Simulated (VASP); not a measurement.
Data:

```
SnC3
1.0
    5.13062     0.79834     0.79834
    0.79834     5.13062     0.79834
    0.79834     0.79834     5.13062
Sn C
2 6
Direct
  0.00193   0.00193   0.00193
  0.24807   0.24807   0.24807
  0.49195   0.49195   0.89168
  0.75805   0.75805   0.35832
  0.49195   0.89168   0.49195
  0.75805   0.35832   0.75805
  0.89168   0.49195   0.49195
  0.35832   0.75805   0.75805
```

Method: PBE GGA, VASP's PBE PAW potentials (set 64) (plane waves; VASP). Numerical set-up: 500 eV cut-off, 4×4×4 Γ-centred mesh, Gaussian smearing of 0.050 eV, potentials Sn_d C.

Unless said otherwise, spin-orbit coupling is left out, though it shifts the bands of the heavy elements here.

Q: Estimate the energy per atom (σ→0), band gap (on the k-mesh) with the smallest direct gap where there is one.

A: 
```json
{
 "band gap (on the k-mesh)": "1.51 eV",
 "smallest direct gap (on the k-mesh)": "1.89 eV",
 "energy per atom (σ→0)": "-7.192 eV/atom"
}
```

The absolute energy has meaning only against runs of the same code, potentials and settings.

The structure was generated: Sn2C6 was put into an ordered model structure (R-3m), which need not be its known phase. It was relaxed first, which changed the volume by +59 %. The start is the result of an earlier pass.
